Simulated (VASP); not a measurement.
Method: HSE06 screened hybrid, VASP's PBE PAW potentials (set 64) (plane waves; VASP).

VASP ran on this input.

**INCAR**
```
AEXX = 0.25
ALGO = Normal
EDIFF = 1E-6
ENCUT = 300
GGA = PE
HFSCREEN = 0.2
ISIF = 2
ISMEAR = 0
ISYM = 3
LASPH = T
LCHARG = F
LHFCALC = T
LMAXMIX = 4
LREAL = F
LWAVE = F
NELM = 100
PREC = Accurate
PRECFOCK = Fast
SIGMA = 0.01
SYSTEM = SrCl2
```

**POSCAR**
```
SrCl2
1.0
  0.0000000000   3.5424420000   3.5424420000
  3.5424420000   0.0000000000   3.5424420000
  3.5424420000   3.5424420000   0.0000000000
Sr Cl
1 2
Cartesian
  0.0000000000   0.0000000000   0.0000000000
  5.3136630000   5.3136630000   5.3136630000
  1.7712210000   1.7712210000   1.7712210000
```

**KPOINTS**
```
Automatic
0
Gamma
  1 1 1
0.5 0.5 0.5
```

POTCAR, in this order: Sr_sv Cl (PBE.64 set). Program: vasp_std.

Output

File OSZICAR:
```
       N       E                     dE             d eps       ncg     rms          rms(c)
DAV:   1    -0.881258397611E+03   -0.88126E+03   -0.91379E+03    32   0.880E+02
DAV:   2    -0.100447116275E+04   -0.12321E+03   -0.12279E+03    40   0.215E+02
DAV:   3    -0.101092064808E+04   -0.64495E+01   -0.64472E+01    64   0.532E+01
DAV:   4    -0.101093844511E+04   -0.17797E-01   -0.17795E-01    40   0.288E+00
DAV:   5    -0.158832673406E+02    0.99506E+03   -0.73864E+00    32   0.239E+01    0.110E+01
DAV:   6    -0.156163856692E+02    0.26688E+00   -0.14136E+00    40   0.716E+00    0.746E+00
DAV:   7    -0.156305268473E+02   -0.14141E-01   -0.29959E-01    40   0.299E+00    0.515E+00
DAV:   8    -0.156364033693E+02   -0.58765E-02   -0.26028E-02    48   0.103E+00    0.319E+00
DAV:   9    -0.156378857564E+02   -0.14824E-02   -0.42733E-03    56   0.512E-01    0.187E+00
DAV:  10    -0.156396822199E+02   -0.17965E-02   -0.18252E-03    56   0.323E-01    0.107E+00
DAV:  11    -0.156409974850E+02   -0.13153E-02   -0.63576E-04    40   0.192E-01    0.627E-01
DAV:  12    -0.156417990071E+02   -0.80152E-03   -0.28586E-04    40   0.122E-01    0.372E-01
DAV:  13    -0.156422660813E+02   -0.46707E-03   -0.13900E-04    40   0.805E-02    0.224E-01
DAV:  14    -0.156425299268E+02   -0.26385E-03   -0.70095E-05    48   0.535E-02    0.137E-01
DAV:  15    -0.156426749784E+02   -0.14505E-03   -0.32968E-05    40   0.362E-02    0.827E-02
DAV:  16    -0.156427534716E+02   -0.78493E-04   -0.16964E-05    32   0.247E-02    0.502E-02
DAV:  17    -0.156427956102E+02   -0.42139E-04   -0.88800E-06    32   0.170E-02    0.304E-02
DAV:  18    -0.156428181259E+02   -0.22516E-04   -0.46425E-06    40   0.120E-02    0.185E-02
DAV:  19    -0.156428301015E+02   -0.11976E-04   -0.25111E-06    24   0.928E-03    0.113E-02
DAV:  20    -0.156428364438E+02   -0.63424E-05   -0.13340E-06    24   0.654E-03    0.708E-03
DAV:  21    -0.156428398051E+02   -0.33613E-05   -0.70658E-07    24   0.463E-03    0.446E-03
DAV:  22    -0.156428415813E+02   -0.17762E-05   -0.37551E-07    40   0.330E-03    0.285E-03
DAV:  23    -0.156428425169E+02   -0.93562E-06   -0.19957E-07    24   0.240E-03
   1 F= -.15642843E+02 E0= -.15642843E+02  d E =-.385001E-36
```

File OUTCAR:
```
------------------------ aborting loop because EDIFF is reached ----------------------------------------
  FORCE on cell =-STRESS in cart. coord.  units (eV):
  Direction    XX          YY          ZZ          XY          YZ          ZX
  --------------------------------------------------------------------------------------
  Total       -2.2180977     -2.2180977     -2.2180977      0.0000000      0.0000000     -0.0000000
  in kB      -39.9717359    -39.9717359    -39.9717359      0.0000000      0.0000000     -0.0000000
  external PRESSURE =     -39.9717359 kB  Pullay stress =       0.0000000 kB
  volume of cell :       88.91
      direct lattice vectors                 reciprocal lattice vectors
     0.000000000  3.542442000  3.542442000    -0.141145571  0.141145571  0.141145571
     3.542442000  0.000000000  3.542442000     0.141145571 -0.141145571  0.141145571
     3.542442000  3.542442000  0.000000000     0.141145571  0.141145571 -0.141145571
 POSITION                                       TOTAL-FORCE (eV/Angst)
 -----------------------------------------------------------------------------------
      0.00000      0.00000      0.00000        -0.000000     -0.000000     -0.000000
      5.31366      5.31366      5.31366        -0.000000      0.000000      0.000000
      1.77122      1.77122      1.77122         0.000000     -0.000000     -0.000000
 -----------------------------------------------------------------------------------
    total drift:                                0.000000      0.000000      0.000001
  FREE ENERGIE OF THE ION-ELECTRON SYSTEM (eV)
  ---------------------------------------------------
  free  energy   TOTEN  =       -15.6428425169 eV

  energy  without entropy=      -15.6428425169  energy(sigma->0) =      -15.64284252

  exchange ACFDT corr.  =         0.00000000  see jH, gK, PRB 81, 115126
```
(Selected blocks of OUTCAR.)

At this cut-off the stress carries a Pulay error, which pulls relaxed volumes low.

The structure comes from a computed database's SrCl2 entry; how it stands against other phases isn't given here. The cell was not relaxed at this level. The k-mesh is coarse (spacing up to 1.54 per Å, 2π included), so the numbers may not be converged in it. The run is one of a series of settings (KPOINTS 1×1×1 Γ-centred mesh shifted by (0.5, 0.5, 0.5) against the base run), some of them coarse on purpose.
